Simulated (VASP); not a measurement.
The system is LaP.

```
La P
1.0
     0.00000    3.02664    3.02664
     3.02664    0.00000    3.02664
     3.02664    3.02664    0.00000
La P
1 1
Direct
  0.00000 0.00000 0.00000
  0.50000 0.50000 0.50000
```

| Property | Result |
| --- | --- |
| Program | VASP 6.6.1 |
| Task | relaxation of cell and atoms |
| Functional | LDA |
| Potentials or basis | VASP PAW LDA potentials, release 64 (La, P) |
| Cutoff | 600 eV |
| k mesh | 12 × 12 × 12 |
| Occupations | gaussian, width 0.1 eV |
| Spin | no spin polarisation |

At the start: pressure -4.2 GPa; volume 27.73 Å³/atom.

Problem. Where does the relaxation end?

Solution. Over 6 steps the energy falls by 21.2 meV/atom and the volume is 26.18 Å³/atom (-5.6 %); space group Fm-3m (No. 225, to 0.05 Å).

The path:
```
step  energy change (eV)  largest force (eV/Å)  pressure (GPa)  volume (Å³)
   1              0.0000                0.0000           -4.18        55.45
   2             -0.0090                0.0000            4.41        49.84
   3             -0.0423                0.0000           -0.04        52.38
   4             -0.0423                0.0000            0.07        52.32
   5             -0.0423                0.0000           -0.08        52.40
   6             -0.0423                0.0000            0.01        52.36
```

Final structure:
```
La P
1.0
     0.00000    2.96927    2.96927
     2.96927    0.00000    2.96927
     2.96927    2.96927    0.00000
La P
1 1
Direct
  0.00000 0.00000 0.00000
  0.50000 0.50000 0.50000
```
